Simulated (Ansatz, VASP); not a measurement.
**Sn: VASP beside Ansatz**

Aim: how closely do two programs agree when they are given the same cell, functional and k mesh? The cell is taken from a series of runs on this material, whose earlier steps may have relaxed, scaled, displaced or heated it; both programs get it as it stands.

Calculated with Ansatz 0.2.0; plane waves, with VASP 6.6.1 beside it; zone-centre phonons at PBEsol.

### Step 1. Set-up

Symmetry: Fd-3m, No. 227, cubic system. Conventional cell: a = 6.467 Å, b = 6.467 Å, c = 6.467 Å, α = 90.00°, β = 90.00°, γ = 90.00°. Nearest to Sn lie 4 Sn at 2.80 Å.

As a file:

```
Sn
1.0
     0.00000    3.23334    3.23334
     3.23334    0.00000    3.23334
     3.23334    3.23334    0.00000
Sn
2
Cartesian
  0.0000 0.0000 0.0000
  1.6167 1.6167 1.6167
```

### Step 2. VASP: zone-centre phonons, PBEsol

Second derivatives magnify differences that forces hide, and they need a tight electronic threshold.

Lines of VASP's logs that name or quote its potential files are left out, and so is its time.

INCAR reads:

```
SYSTEM = Sn
PREC = Accurate
ENCUT = 500
EDIFF = 1E-08
NELM = 120
ISMEAR = 1
SIGMA = 0.2
LREAL = .FALSE.
ALGO = Normal
GGA = PS
NBANDS = 20
LORBIT = 11
LWAVE = .FALSE.
LCHARG = .FALSE.
ISIF = 2
IBRION = 8
LASPH = .TRUE.
GGA_COMPAT = .FALSE.
KPAR = 2
```

POSCAR reads:

```
Sn
1.0
    0.0000000000      3.2333428000      3.2333428000
    3.2333428000      0.0000000000      3.2333428000
    3.2333428000      3.2333428000      0.0000000000
Sn
2
Direct
    0.0000000000      0.0000000000      0.0000000000
    0.2500000000      0.2500000000      0.2500000000
```

KPOINTS reads:

```
Automatic mesh
0
Gamma
16 16 16
0 0 0
```

The projector-augmented-wave data sets are Sn_d (PBE family, release 64).

On the command line:

```sh
> mpirun -np 2 vasp_std
```

Numbers of over 12 decimals in the logs are rounded to 6 here.

Log:

```text
[banner, memory and clock lines left out]
running    2 mpi-ranks, on    1 nodes
 distrk:  each k-point on    1 cores,    2 groups
 distr:  one band on    1 cores,    1 groups

 POSCAR found type information on POSCAR Sn
 POSCAR found :  1 types and       2 ions
|                                                                             |
|               ----> ADVICE to this user running VASP <----                  |
|                                                                             |
|     You enforced a specific xc type in the INCAR file but a different       |
|     [... a line on the potential file left out ...]
|     I HOPE YOU KNOW WHAT YOU ARE DOING!                                     |
|                                                                             |

 LDA part: xc-table for (Slater+PW92), standard interpolation
 POSCAR, INCAR and KPOINTS ok, starting setup
 FFT: planning ... GRIDC
 FFT: planning ... GRID_SOFT
 FFT: planning ... GRID
 WAVECAR not read
 entering main loop
       N       E                     dE             d eps       ncg     rms          rms(c)
DAV:   1     0.217460154200E+03    0.21746E+03   -0.14390E+04  5824   0.195E+03
DAV:   2     0.142508961907E+02   -0.20321E+03   -0.19947E+03  5816   0.437E+02
DAV:   3    -0.780681536303E+01   -0.22058E+02   -0.21904E+02  6636   0.141E+02
DAV:   4    -0.853402489611E+01   -0.72721E+00   -0.72686E+00  6564   0.285E+01
DAV:   5    -0.856400695301E+01   -0.29982E-01   -0.29981E-01  8160   0.540E+00    0.335E+00
DAV:   6    -0.849002761231E+01    0.73979E-01   -0.45639E-02  7812   0.287E+00    0.188E+00
DAV:   7    -0.845441300431E+01    0.35615E-01   -0.55888E-02  6608   0.265E+00    0.167E-01
DAV:   8    -0.845538773488E+01   -0.97473E-03   -0.69178E-03  6352   0.984E-01    0.573E-02
DAV:   9    -0.845565627149E+01   -0.26854E-03   -0.34290E-04  6672   0.127E-01    0.103E-02
DAV:  10    -0.845566369777E+01   -0.74263E-05   -0.18672E-05  7576   0.418E-02    0.529E-03
DAV:  11    -0.845566522935E+01   -0.15316E-05   -0.30371E-06  6380   0.111E-02    0.921E-04
DAV:  12    -0.845566523443E+01   -0.50841E-08   -0.91415E-08  6092   0.282E-03
   1 F= -.84556652E+01 E0= -.84557021E+01  d E =0.110715E-03
 Linear response reoptimize wavefunctions to high precision
DAV:   1    -0.845566523969E+01   -0.52546E-08   -0.15762E-08  6196   0.137E-03
DAV:   2    -0.845566523977E+01   -0.81400E-10   -0.77313E-10  4172   0.289E-04
 Linear response DOF=           1
 Linear response progress:
  Degree of freedom:   1/  1
       N       E                     dE             d eps       ncg     rms          rms(c)
RMM:   1    -0.214006232989E+00   -0.21401E+00    0.57318E-01 31126   0.101E+01
RMM:   2    -0.220657335490E+00   -0.66511E-02   -0.19944E-02 43505   0.118E+00    0.715E-02
RMM:   3    -0.220825508157E+00   -0.16817E-03   -0.16459E-03 45820   0.326E-01    0.335E-02
RMM:   4    -0.220734067829E+00    0.91440E-04   -0.11589E-04 45581   0.988E-02    0.113E-02
RMM:   5    -0.220727288435E+00    0.67794E-05   -0.16557E-05 46569   0.332E-02    0.387E-03
RMM:   6    -0.220727099755E+00    0.18868E-06   -0.33163E-07 45723   0.959E-03    0.182E-03
RMM:   7    -0.220724686577E+00    0.24132E-05   -0.65180E-07 45916   0.348E-03    0.319E-04
RMM:   8    -0.220722170410E+00    0.25162E-05   -0.10825E-07 47379   0.123E-03    0.244E-04
RMM:   9    -0.220719951960E+00    0.22185E-05   -0.73567E-08 46720   0.510E-04    0.554E-05
RMM:  10    -0.220720402062E+00   -0.45010E-06   -0.31107E-08 48983   0.214E-04    0.326E-05
RMM:  11    -0.220720358615E+00    0.43448E-07   -0.23885E-08 47287   0.112E-04    0.578E-06
RMM:  12    -0.220720339213E+00    0.19402E-07    0.46372E-08 50561   0.625E-05    0.565E-06
RMM:  13    -0.220720334075E+00    0.51380E-08    0.61212E-09 50808   0.412E-05    0.309E-06
 first order change of Fermi-energy   0.63260E-04
 force on displaced ion       1 direction 1 :  -7.974   0.000   0.000
 Linear response finished
```

Parts of OUTCAR (step 2):

```text
ion  position               nearest neighbor table
   1  0.000  0.000  0.000-   2 2.80   2 2.80   2 2.80   2 2.80
   2  0.250  0.250  0.250-   1 2.80   1 2.80   1 2.80   1 2.80

  LATTYP: Found a face centered cubic cell.
 ALAT       =     6.4666856000

 Subroutine GETGRP returns: Found 48 space group operations
 (whereof 24 operations were pure point group operations)

The static configuration has the point symmetry T_d .
 The point group associated with its full space group is O_h .

 Found    145 irreducible k-points:

   k-points           NKPTS =    145   k-points in BZ     NKDIM =    145   number of bands    NBANDS=     20

   dimension x,y,z NGX =    36 NGY =   36 NGZ =   36
   dimension x,y,z NGXF=    72 NGYF=   72 NGZF=   72

   ENCUT  =  500.0 eV  36.75 Ry    6.06 a.u.   8.34  8.34  8.34*2*pi/ulx,y,z

   NELECT =      28.0000    total number of electrons

 k-points in reciprocal lattice and weights: Automatic mesh
   0.00000000  0.00000000  0.00000000       0.000
   0.06250000  0.00000000  0.00000000       0.002
   0.12500000  0.00000000  0.00000000       0.002
   0.18750000  0.00000000  0.00000000       0.002
   0.25000000  0.00000000  0.00000000       0.002
   0.31250000  0.00000000  0.00000000       0.002
   0.37500000  0.00000000  0.00000000       0.002
   0.43750000  0.00000000  0.00000000       0.002
   0.50000000  0.00000000  0.00000000       0.001
[...]
-0.31250000  0.50000000  0.18750000       0.003
  -0.25000000  0.50000000  0.25000000       0.001

 average (electrostatic) potential at core
       1-101.2182       2-101.2182

  Total        0.6103480      0.6103480      0.6103480      0.0000000      0.0000000     -0.0000000
  in kB       14.4644806     14.4644806     14.4644806      0.0000000      0.0000000     -0.0000000
  external PRESSURE =      14.4644806 kB  Pullay stress =       0.0000000 kB

  energy-cutoff  :      500.00
  volume of cell :       67.61
      direct lattice vectors                 reciprocal lattice vectors
     0.000000000  3.233342800  3.233342800    -0.154638723  0.154638723  0.154638723
     3.233342800  0.000000000  3.233342800     0.154638723 -0.154638723  0.154638723
     3.233342800  3.233342800  0.000000000     0.154638723  0.154638723 -0.154638723

 POSITION                                       TOTAL-FORCE (eV/Angst)
 -----------------------------------------------------------------------------------
      0.00000      0.00000      0.00000        -0.000000     -0.000000     -0.000000
      1.61667      1.61667      1.61667         0.000000      0.000000      0.000000
 -----------------------------------------------------------------------------------
    total drift:                                0.000000      0.000000      0.000000

 Eigenvectors and eigenvalues of the dynamical matrix
 ----------------------------------------------------

   1 f  =    5.730216 THz    36.004009 2PiTHz  191.139430 cm-1    23.698258 meV
             X         Y         Z           dx          dy          dz
      0.000000  0.000000  0.000000     0.000000   -0.707107    0.000000
      1.616671  1.616671  1.616671     0.000000    0.707107    0.000000

   2 f  =    5.730216 THz    36.004009 2PiTHz  191.139430 cm-1    23.698258 meV
             X         Y         Z           dx          dy          dz
      0.000000  0.000000  0.000000    -0.707107    0.000000    0.000000
      1.616671  1.616671  1.616671     0.707107    0.000000    0.000000

   3 f  =    5.730216 THz    36.004009 2PiTHz  191.139430 cm-1    23.698258 meV
             X         Y         Z           dx          dy          dz
      0.000000  0.000000  0.000000     0.000000    0.000000   -0.707107
      1.616671  1.616671  1.616671     0.000000    0.000000    0.707107

   4 f  =    0.000000 THz     0.000000 2PiTHz    0.000000 cm-1     0.000000 meV
             X         Y         Z           dx          dy          dz
      0.000000  0.000000  0.000000     0.707107    0.000000    0.000000
      1.616671  1.616671  1.616671     0.707107    0.000000    0.000000

   5 f  =    0.000000 THz     0.000000 2PiTHz    0.000000 cm-1     0.000000 meV
             X         Y         Z           dx          dy          dz
      0.000000  0.000000  0.000000     0.000000    0.707107    0.000000
      1.616671  1.616671  1.616671     0.000000    0.707107    0.000000

   6 f  =    0.000000 THz     0.000000 2PiTHz    0.000000 cm-1     0.000000 meV
             X         Y         Z           dx          dy          dz
      0.000000  0.000000  0.000000     0.000000    0.000000    0.707107
      1.616671  1.616671  1.616671     0.000000    0.000000    0.707107

 ELASTIC MODULI CONTR FROM IONIC RELAXATION (kBar)
 Direction    XX          YY          ZZ          XY          YZ          ZX
 --------------------------------------------------------------------------------
 XX          -0.0000      0.0000     -0.0000     -0.0000     -0.0000      0.0000
 YY           0.0000     -0.0000      0.0000      0.0000      0.0000     -0.0000
 ZZ          -0.0000      0.0000     -0.0000     -0.0000     -0.0000     -0.0000
 XY          -0.0000      0.0000     -0.0000   -239.4653      0.0000      0.0000
 YZ          -0.0000      0.0000     -0.0000      0.0000   -239.4653      0.0000
 ZX           0.0000     -0.0000     -0.0000      0.0000      0.0000   -239.4653
 --------------------------------------------------------------------------------
```

### Step 3. Ansatz: zone-centre phonons, PBEsol

Ansatz runs on its default PAW (the set named soft_2) files.

The same cell, functional, mesh and smearing now go to Ansatz, which takes its cutoff from its data sets.

input.yaml reads:

```yaml
crystal:
  lattice:
    - [0.0, 3.2333428, 3.2333428]
    - [3.2333428, 0.0, 3.2333428]
    - [3.2333428, 3.2333428, 0.0]
  atoms:
    - { symbol: Sn, position: [0.0, 0.0, 0.0] }
    - { symbol: Sn, position: [0.25, 0.25, 0.25] }
kpoints:
  mp_grid: { grid: [16, 16, 16] }
hamiltonian:
  xc: pbesol
scf:
  occupations: { method: methfessel_paxton, width: 0.2 }
output:
  eigenvalues: true
phonons:
  method: dfpt
```

On the command line:

```sh
> ansatz run input.yaml --threads 4 --pin off --max-ram 14336MiB --backend cpu --events-out ev --progress --plain --runs-dir out
```

Log:

```text
zone centre: on kpoints.mp_grid the ground state, and the responses unless they are solved on pairs of k-points, stand on 349 of the mesh's 4096 k-points, reduced under 8 symmetry operations, with k and −k counted as one. Each operation leaves every solved displacement unchanged or reverses it
Engine: ansatz 0.2.0, x86_64-unknown-linux-gnu
Pseudopotentials: kind: paw
Pseudopotential: Sn, paw, valence charge 14, recommended cutoff 420 eV (normal), Sn.paw.azcp
Functional definition: PBEsol
  exchange = pbesol_x
  correlation = pbesol_c
Crystal: 2 atoms, lattice volume = 67.606 Å³
Basis set: ecut = 420 eV, 1363 PW (Γ), exchange–correlation on 64×64×64 points (8 copies of the dense FFT grid, shifted against one another)
Bands: 18, of which v1, the nominal top of the filled ones, is band 14 counted from 1 (13 counted from 0)
Symmetry: 48 space group operations
k-points: 349 of 4096 (irreducible under 8 space group operations, time reversal used)
Non-local potential: Sn, projectors of the file, l = 0: 2, l = 1: 2, l = 2: 2, l = 3: 2
PAW form: soft (Blöchl's): semilocal exchange-correlation on the pseudo side does not see the compensation charge
PAW frozen core: Sn, regenerated for the run's functional, and the local potential with it (the file was generated under x = pbe(κ = 0.804, μ = 0.219515), c = pbe(β = 0.066725))
PAW one-centre angular grid: Sn, 590 points (default); XC on 64 Gauss nodes
Initial density: superposition of atomic densities (neutral atoms: chi_scale 0, normalization atom), corrected by the library's trained network
Initial wavefunctions: pseudopotential atomic-orbital guess
Functional: x = pbesol(κ = 0.804, μ = 0.123457), c = pbesol(β = 0.046)
SCF iter   1: F=—  HF=-11899.500062 eV  |F-HF|=—  |Δ(HF+E_count)|=         —  Δρ=2.46e-3  dr2=3.95e-3  ethr=1.77e-3  ⟨swp⟩=5.4  Hψ=31318  notcnv=0
preconditioner: auto → Kerker (q_TF=auto, 2.356 Å⁻¹)  [metal: Δε(μ)=0.058 eV  Ē_g=20.054 eV  σ=0.200 eV  W_gap=0.24  n_scr=14 (ndim 8)  ℏωp=23.9 eV  f_vac=0.091  D(μ)=0.11/eV (n_scr^D=0)]
SCF iter   2: F=—  HF=-11899.497478 eV  |F-HF|=—  |Δ(HF+E_count)|=   2.58e-3  S|Δr|=    0.00e0  Δρ=1.49e-3  dr2=1.91e-3  ethr=1.41e-5  ⟨swp⟩=1.4  Hψ=9991  notcnv=0
SCF iter   3: F=—  HF=-11899.497344 eV  |F-HF|=—  |Δ(HF+E_count)|=   1.34e-4  S|Δr|=    0.00e0  Δρ=5.55e-4  dr2=2.58e-4  ethr=6.81e-6  ⟨swp⟩=2.0  Hψ=11169  notcnv=0
SCF iter   4: F=—  HF=-11899.497440 eV  |F-HF|=—  |Δ(HF+E_count)|=   9.55e-5  S|Δr|=    0.00e0  Δρ=5.24e-4  dr2=2.20e-4  ethr=9.23e-7  ⟨swp⟩=2.0  Hψ=11173  notcnv=0
SCF iter   5: F=—  HF=-11899.497395 eV  |F-HF|=—  |Δ(HF+E_count)|=   4.44e-5  S|Δr|=    0.00e0  Δρ=8.29e-5  dr2=9.83e-6  ethr=7.84e-7  ⟨swp⟩=2.0  Hψ=11169  notcnv=0
SCF iter   6: F=—  HF=-11899.497405 eV  |F-HF|=—  |Δ(HF+E_count)|=   9.69e-6  S|Δr|=    0.00e0  Δρ=2.11e-5  dr2=4.05e-7  ethr=3.51e-8  ⟨swp⟩=2.0  Hψ=7693  notcnv=0
SCF iter   7: F=—  HF=-11899.497406 eV  |F-HF|=—  |Δ(HF+E_count)|=   7.47e-7  S|Δr|=    0.00e0  Δρ=2.99e-6  dr2=6.17e-9  ethr=1.45e-9  ⟨swp⟩=2.4  Hψ=10989  notcnv=0
SCF iter   8: F=—  HF=-11899.497406 eV  |F-HF|=—  |Δ(HF+E_count)|=   1.86e-8  S|Δr|=    0.00e0  Δρ=1.21e-6  dr2=6.63e-10  ethr=2.20e-11  ⟨swp⟩=2.0  Hψ=11192  notcnv=0
SCF iter   9: F=—  HF=-11899.497406 eV  |F-HF|=—  |Δ(HF+E_count)|=  2.24e-10  S|Δr|=    0.00e0  Δρ=2.18e-7  dr2=2.57e-11  ethr=2.37e-12  ⟨swp⟩=2.0  Hψ=10918  notcnv=0
SCF iter  10: F=-11899.497406 eV  HF=-11899.497406 eV  |F-HF|=3.64e-12  |Δ(HF+E_count)|=  1.27e-11  S|Δr|=    0.00e0  Δρ=1.65e-8  dr2=1.18e-13  ethr=1.00e-12  ⟨swp⟩=6.4  Hψ=30603  notcnv=0
SCF 1 converged in 10 iterations: F = -11899.497406 eV  dr2 = 1.18e-13
  greatest PAW one-centre occupation: 0.991 electrons in one spin orbital (limit 2), on the Sn atom at site 1 (counted from 0), in its partial waves of l = 2
DFPT response loops at Γ: preconditioner auto → Kerker (q_TF=auto, 2.356 Å⁻¹) (partly filled bands, converged f_vac=0.081); β = 1.00, the filter's whole step (`scf.mixing.beta` (0.50) is not read by the response loops under this deck's `scf.mixing.preconditioner`; to damp them name `kerker` or `kerker_dos`, under which they read `scf.mixing.beta`, and type it under 1.00, their step now; both keys bind the ground state too); Broyden in place of MSR1
SCF converged after 10 iterations
Stability not checked: this state was not tested for a lower state beside it, because cold or Methfessel-Paxton smearing, or corrected tetrahedra, fill the levels in a way that the test cannot read (fill_not_monotonic; see scf.lower_state_search)
Free energy (F): -11899.497406 eV
Harris-Foulkes:  -11899.497406 eV  (|F-HF|=3.64e-12)
Internal energy: -11899.497516 eV  (E = F + TS)
E sigma→0 (E₀):  -11899.497433 eV
Entropy (-TS):   0.000111 eV (0.055 meV/atom)
Fermi energy:    7.836754 eV
--- Per-component energies (eV) ---
  E_band       = -247.977391
  E_kinetic    = 375.934784
  E_local      = -2291.417528  (includes V_loc(G=0)·N_el)
  E_nonlocal   = -60.309472
  E_hartree    = 1317.711450
  E_xc         = -757.707404
  E_vxc        = -193.132243  (∫ρ·V_xc dr)
  E_paw        = -8133.256348  (= ΣΔE_a)
  E_vpaw       = -714.475812  (= ΣTr[D̂ρ^β])
  E_aug_tail   = -0.000001  (compensation charges beyond the density's cutoff)
  E_ewald      = -2351.022677
  E_core_change = 0.569680  (= ΣΔE_core)
  E_smearing   = 0.000111  (= −TS)
  E_closure    = 0.000000  (closes the sum)
  Σ components = -11899.497406   (vs F -11899.497406, Δ=0.00e0)
--- Band table (eV; the first three rows and the last of 349) ---
  k-point 0: bands = [... 10 lower, -2.8911, 7.1922, 7.8975, 7.8975, 7.8975, 9.9621, 9.9621, 9.9621]
  k-point 1: bands = [... 10 lower, -2.8527, 6.5768, 7.8123, 7.8123, 8.2477, 10.0706, 10.0706, 10.1206]
  k-point 2: bands = [... 10 lower, -2.7382, 5.6349, 7.6075, 7.6075, 8.4049, 10.3330, 10.3330, 10.6513]
  k-point 348: bands = [... 10 lower, 0.3049, 0.3049, 4.7052, 4.7052, 11.2378, 11.2378, 11.7941, 11.7941]
--- Phonons (Γ-DFPT): 1 representative perturbation + reference, on 349 of 4096 k-points (Σ response iterations 3) ---
  k mesh reduced under 8 symmetry operations, with k and −k counted as one. Each operation leaves every solved displacement unchanged or reverses it
  ASR residual: 2.773e-5 → 0.000e0 eV/Å²; symmetrization residual: 5.798e-12 eV/Å²
  ASR residual per site (eV/Å²): 2.77e-5 2.77e-5
  Γ frequencies (cm⁻¹): 0.00 0.00 0.00 190.97 190.97 190.97
  non-analytic LO–TO correction: not included (Born effective charges unavailable; polar crystals: no LO–TO splitting at Γ)
```

Reading the cycles: dr2 is the Hartree energy of the density residual (eV), the measure of convergence; HF is the Harris–Foulkes estimate of the energy, which meets the free energy F at convergence.

### Step 4. Side by side

Known differences besides the potentials themselves: the cutoff is 420 eV in Ansatz and 500 eV in VASP; Ansatz makes its cores anew for this functional, VASP keeps those of its PBE data sets. Total energies have different zeros and are not compared.

The two programs side by side:

```
                  quantity  Ansatz   VASP  difference
optical mode 1 to 3 (cm⁻¹)   191.0  191.1     -0.09 %
```

Modes are paired by rising frequency, not by their patterns, so a pair may set unlike modes beside each other; they are those without the splitting of longitudinal modes.

### Step 5. Summary of results

| Item | Value |
| --- | --- |
| r.m.s. difference of the optical zone-centre modes, each program's sorted by frequency (zone-centre phonons, PBEsol) | 0.17 cm⁻¹ |

**Reading.** The r.m.s. difference of the optical zone-centre modes, each program's sorted by frequency is 0.17 cm⁻¹ (zone-centre phonons, PBEsol). Such differences can come from data sets, numerical settings and the points named under the comparisons, not from the functional's error against experiment.

[Lines on the potential files, build, host, timing and source positions are cut from VASP's logs without a mark.]

[Logs are printed without paths, hosts, clocks, repeated set-up lines and the standing remarks that a program may print on its own settings, such as how far it seeks lower states.]

[Hosts, paths, dates, database ids (printed as entryN), source tags and the programs' standing remarks are cut or masked in the printed files.]
